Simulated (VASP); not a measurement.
Input of a VASP 6.6.1 run:

Contents of INCAR:

```
  PREC = Accurate
  ENCUT = 400
  EDIFF = 1E-7
  ISMEAR = 0
  SIGMA = 0.05
  LREAL = Auto
  LASPH = True
  NELM = 80
  ALGO = Normal
  ISIF = 2
  LWAVE = False
  LCHARG = False
  GGA = PE
  IVDW = 12
  IBRION = 2
  NSW = 120
  EDIFFG = -0.03
  ISYM = 0
  NCORE = 4
```

The input KPOINTS:

```
regular mesh
0
Gamma
  1 1 1
```

The input POSCAR:

```
Ge24H8Br
1.0
    8.0016203359      8.0016203359      0.0000000000
   -8.0016203359      8.0016203359      0.0000000000
    0.0000000000      0.0000000000     23.7419000000
Ge H Br
48 16 2
Selective dynamics
Direct
    0.7005149941      0.2994850059      0.4246458792  T T T
    0.7994850059      0.7005149941      0.4246458792  T T T
    0.0494850059      0.9505149941      0.4385453565  T T T
    0.2994850059      0.2005149941      0.4246458792  T T T
    0.9505149941      0.5494850059      0.4524448338  T T T
    0.2005149941      0.7994850059      0.4385453565  T T T
    0.4505149941      0.0494850059      0.4524448338  T T T
    0.5494850059      0.4505149941      0.4524448338  T T T
    0.8750000000      0.3750000000      0.3831791053  T T T
    0.8750000000      0.8750000000      0.3831791053  T T T
    0.1250000000      0.1250000000      0.3831791053  T T T
    0.3750000000      0.3750000000      0.3831791053  T T T
    0.1250000000      0.6250000000      0.3831791053  T T T
    0.3750000000      0.8750000000      0.3831791053  T T T
    0.6250000000      0.1250000000      0.3831791053  T T T
    0.6250000000      0.6250000000      0.3831791053  T T T
    0.0000000000      0.2500000000      0.3236008913  T T T
    0.0000000000      0.7500000000      0.3236008913  T T T
    0.2500000000      0.0000000000      0.3236008913  T T T
    0.5000000000      0.2500000000      0.3236008913  T T T
    0.2500000000      0.5000000000      0.3236008913  T T T
    0.5000000000      0.7500000000      0.3236008913  T T T
    0.7500000000      0.0000000000      0.3236008913  T T T
    0.7500000000      0.5000000000      0.3236008913  T T T
    0.8750000000      0.1250000000      0.2640226772  T T T
    0.8750000000      0.6250000000      0.2640226772  T T T
    0.1250000000      0.8750000000      0.2640226772  T T T
    0.3750000000      0.1250000000      0.2640226772  T T T
    0.1250000000      0.3750000000      0.2640226772  T T T
    0.3750000000      0.6250000000      0.2640226772  T T T
    0.6250000000      0.8750000000      0.2640226772  T T T
    0.6250000000      0.3750000000      0.2640226772  T T T
    0.7500000000      0.2500000000      0.2044444632  T T T
    0.7500000000      0.7500000000      0.2044444632  T T T
    0.0000000000      0.0000000000      0.2044444632  T T T
    0.2500000000      0.2500000000      0.2044444632  T T T
    0.0000000000      0.5000000000      0.2044444632  T T T
    0.2500000000      0.7500000000      0.2044444632  T T T
    0.5000000000      0.0000000000      0.2044444632  T T T
    0.5000000000      0.5000000000      0.2044444632  T T T
    0.8750000000      0.3750000000      0.1448662491  F F F
    0.8750000000      0.8750000000      0.1448662491  F F F
    0.1250000000      0.1250000000      0.1448662491  F F F
    0.3750000000      0.3750000000      0.1448662491  F F F
    0.1250000000      0.6250000000      0.1448662491  F F F
    0.3750000000      0.8750000000      0.1448662491  F F F
    0.6250000000      0.1250000000      0.1448662491  F F F
    0.6250000000      0.6250000000      0.1448662491  F F F
    0.9510221023      0.2989778977      0.1052990704  F F F
    0.7989778977      0.4510221023      0.1052990704  F F F
    0.9510221023      0.7989778977      0.1052990704  F F F
    0.7989778977      0.9510221023      0.1052990704  F F F
    0.2010221023      0.0489778977      0.1052990704  F F F
    0.0489778977      0.2010221023      0.1052990704  F F F
    0.4510221023      0.2989778977      0.1052990704  F F F
    0.2989778977      0.4510221023      0.1052990704  F F F
    0.2010221023      0.5489778977      0.1052990704  F F F
    0.0489778977      0.7010221023      0.1052990704  F F F
    0.4510221023      0.7989778977      0.1052990704  F F F
    0.2989778977      0.9510221023      0.1052990704  F F F
    0.7010221023      0.0489778977      0.1052990704  F F F
    0.5489778977      0.2010221023      0.1052990704  F F F
    0.7010221023      0.5489778977      0.1052990704  F F F
    0.5489778977      0.7010221023      0.1052990704  F F F
    0.2528449990      0.7471550010      0.5332787401  T T T
    0.2471550010      0.2528449990      0.5193792628  T T T
```

Potentials or basis: VASP PAW PBE potentials, release 64 (Ge_d, H, Br).

Run with:

```sh
$ cat potpaw_PBE.64/Ge_d/POTCAR potpaw_PBE.64/H/POTCAR potpaw_PBE.64/Br/POTCAR > POTCAR
$ mpirun -np 8 vasp_gam > vasp.out
```

**Question.** Estimate the dispersion energy per atom.

**Answer.** -0.180 eV.

**Question.** Estimate the band gap on the k mesh.

**Answer.** 0.53 eV, direct.

The path:
| step | energy change (eV) | largest force (eV/Å) | pressure (GPa) |
| --- | --- | --- | --- |
| 1 | 0.0000 | 1.5544 | 0.57 |
| 2 | -0.8343 | 0.9986 | 0.48 |
| 3 | -1.1791 | 0.8046 | 0.44 |
| 4 | -1.4243 | 0.6970 | 0.40 |
| 5 | -1.4665 | 0.6664 | 0.39 |
| 6 | -1.6367 | 0.5712 | 0.38 |
| 7 | -1.7032 | 0.6647 | 0.39 |
| 8 | -1.8293 | 0.5388 | 0.39 |
| 9 | -1.8539 | 0.4410 | 0.40 |
| 10 | -1.9241 | 0.3045 | 0.39 |
| 11 | -1.9359 | 0.2928 | 0.39 |
| 12 | -1.9873 | 0.2510 | 0.39 |
| 13 | -1.9901 | 0.2577 | 0.39 |
| 14 | -2.0107 | 0.2602 | 0.38 |
| 15 | -2.0107 | 0.2604 | 0.38 |
| 16 | -2.0200 | 0.2505 | 0.37 |
| 17 | -2.0202 | 0.2491 | 0.37 |
| 18 | -2.0283 | 0.2364 | 0.36 |
| 19 | -2.0292 | 0.2348 | 0.36 |
| 20 | -2.0346 | 0.2305 | 0.36 |
| 21 | -2.0347 | 0.2299 | 0.36 |
| 22 | -2.0377 | 0.2275 | 0.35 |
| 23 | -2.0377 | 0.2271 | 0.35 |
| 24 | -2.0396 | 0.2189 | 0.35 |
| 25 | -2.0396 | 0.2190 | 0.35 |
| 26 | -2.0408 | 0.2173 | 0.36 |
